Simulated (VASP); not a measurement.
An input for Quantum ESPRESSO's pw.x (written as the equivalent of a VASP run, and not itself run):

```
&CONTROL
  calculation = 'scf'
  pseudo_dir = './pseudo'
  outdir = './out'
  tprnfor = .true.
  tstress = .true.
/
&SYSTEM
  ibrav = 0
  nat = 1
  ntyp = 1
  ecutwfc = 92
  occupations = 'smearing'
  smearing = 'methfessel-paxton'
  degauss = 0.00735
  input_dft = 'revpbe'
/
&ELECTRONS
  conv_thr = 7.3e-09
  electron_maxstep = 100
/
ATOMIC_SPECIES
  Cu 63.546 Cu.upf
CELL_PARAMETERS angstrom
     0.0000000    1.8498948    1.8498948
     1.8498948    0.0000000    1.8498948
     1.8498948    1.8498948    0.0000000
ATOMIC_POSITIONS crystal
  Cu   0.0000000  0.0000000  0.0000000
K_POINTS automatic
  17 17 17 0 0 0
```

Task: Translate this input to VASP (INCAR, KPOINTS, POSCAR, choice of POTCAR).

Result: This is not unique; one that fits is 
File POSCAR:
```
Cu
1
    0.0000000000     1.8498948234     1.8498948234
    1.8498948234     0.0000000000     1.8498948234
    1.8498948234     1.8498948234     0.0000000000
Cu
1
Direct
  0.0000000000   0.0000000000   0.0000000000
```

KPOINTS:
```
Automatic mesh
0
G
  17 17 17
```

### INCAR
```
ALGO  =  Normal
EDIFF  =  1E-7
ENCUT  =  520
GGA  =  RE
ISIF  =  2
ISMEAR  =  1
LASPH  =  T
LCHARG  =  F
LMAXMIX  =  4
LREAL  =  F
LWAVE  =  F
NELM  =  100
PREC  =  Accurate
SIGMA  =  0.1
SYSTEM  =  Cu
```

POTCAR, in this order: Cu (PBE.64 set). Program: vasp_std.

What does not carry over: the potentials are each code's own (VASP's PAW set, PseudoDojo norm-conserving files in pw.x), so ENCUT and ecutwfc are chosen apart and not converted; conv_thr bounds pw.x's estimated SCF error, while EDIFF bounds the energy change between steps.

The compound is Cu in the fcc structure. This cell is one point of a volume scan, at 1.03 of the reference volume.
